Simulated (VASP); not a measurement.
Input:

```
Si
1.0
    0.00000     2.71550     2.71550
    2.71550     0.00000     2.71550
    2.71550     2.71550     0.00000
Si
2
Direct
  0.00000   0.00000   0.00000
  0.25000   0.25000   0.25000
```

All values below come from G0W0 on PBE orbitals, VASP's PBE PAW potentials (set 64) (plane waves; VASP). Run with PREC = Normal, 350 eV cut-off, 4×4×4 Γ-centred mesh, Gaussian smearing of 0.010 eV, potentials Si_GW.

The mesh is coarse and the basis finite, so the quasiparticle values are not converged.

NBANDS = 240, ENCUTGW = 250 eV, NOMEGA = 64. The PBE levels (eV) that the step starts from are:

```csv
state,KS energy,filling
"k1 (0.00, 0.00, 0.00), band 1",-6.46,2
"k1 (0.00, 0.00, 0.00), band 2",5.51,2
"k1 (0.00, 0.00, 0.00), band 3",5.51,2
"k1 (0.00, 0.00, 0.00), band 4",5.51,2
"k1 (0.00, 0.00, 0.00), band 5",8.05,0
"k1 (0.00, 0.00, 0.00), band 6",8.05,0
"k1 (0.00, 0.00, 0.00), band 7",8.05,0
"k1 (0.00, 0.00, 0.00), band 8",8.87,0
"k2 (0.25, 0.00, 0.00), band 1",-5.66,2
"k2 (0.25, 0.00, 0.00), band 2",1.57,2
"k2 (0.25, 0.00, 0.00), band 3",4.74,2
"k2 (0.25, 0.00, 0.00), band 4",4.74,2
"k2 (0.25, 0.00, 0.00), band 5",7.52,0
"k2 (0.25, 0.00, 0.00), band 6",8.99,0
"k2 (0.25, 0.00, 0.00), band 7",8.99,0
"k2 (0.25, 0.00, 0.00), band 8",12.42,0
"k6 (-0.25, 0.25, 0.00), band 1",-4.42,2
"k6 (-0.25, 0.25, 0.00), band 2",0.02,2
"k6 (-0.25, 0.25, 0.00), band 3",1.74,2
"k6 (-0.25, 0.25, 0.00), band 4",4.17,2
"k6 (-0.25, 0.25, 0.00), band 5",7.94,0
"k6 (-0.25, 0.25, 0.00), band 6",10.28,0
"k6 (-0.25, 0.25, 0.00), band 7",10.64,0
"k6 (-0.25, 0.25, 0.00), band 8",11.64,0
```

Question: Give the quasiparticle energies and renormalisation factors Z.

Answer: 
| state | QP energy (eV) | Z |
|---|---|---|
| k1 (0.00, 0.00, 0.00), band 1 | -6.96 | 0.69 |
| k1 (0.00, 0.00, 0.00), band 2 | 4.90 | 0.76 |
| k1 (0.00, 0.00, 0.00), band 3 | 4.90 | 0.76 |
| k1 (0.00, 0.00, 0.00), band 4 | 4.90 | 0.76 |
| k1 (0.00, 0.00, 0.00), band 5 | 8.09 | 0.76 |
| k1 (0.00, 0.00, 0.00), band 6 | 8.09 | 0.76 |
| k1 (0.00, 0.00, 0.00), band 7 | 8.09 | 0.76 |
| k1 (0.00, 0.00, 0.00), band 8 | 9.00 | 0.75 |
| k2 (0.25, 0.00, 0.00), band 1 | -6.15 | 0.66 |
| k2 (0.25, 0.00, 0.00), band 2 | 0.98 | 0.72 |
| k2 (0.25, 0.00, 0.00), band 3 | 4.14 | 0.75 |
| k2 (0.25, 0.00, 0.00), band 4 | 4.14 | 0.75 |
| k2 (0.25, 0.00, 0.00), band 5 | 7.54 | 0.76 |
| k2 (0.25, 0.00, 0.00), band 6 | 9.03 | 0.75 |
| k2 (0.25, 0.00, 0.00), band 7 | 9.03 | 0.75 |
| k2 (0.25, 0.00, 0.00), band 8 | 12.43 | 0.73 |
| k6 (-0.25, 0.25, 0.00), band 1 | -4.94 | 0.69 |
| k6 (-0.25, 0.25, 0.00), band 2 | -0.55 | 0.71 |
| k6 (-0.25, 0.25, 0.00), band 3 | 1.13 | 0.74 |
| k6 (-0.25, 0.25, 0.00), band 4 | 3.56 | 0.75 |
| k6 (-0.25, 0.25, 0.00), band 5 | 7.94 | 0.76 |
| k6 (-0.25, 0.25, 0.00), band 6 | 10.33 | 0.74 |
| k6 (-0.25, 0.25, 0.00), band 7 | 10.57 | 0.75 |
| k6 (-0.25, 0.25, 0.00), band 8 | 11.64 | 0.74 |
On the mesh the gap opens from 0.69 to 1.21 eV.

The compound is Si in the diamond structure. The cell was not relaxed at this level. The k-mesh is coarse (spacing up to 0.50 per Å, 2π included), so the numbers may not be converged in it.
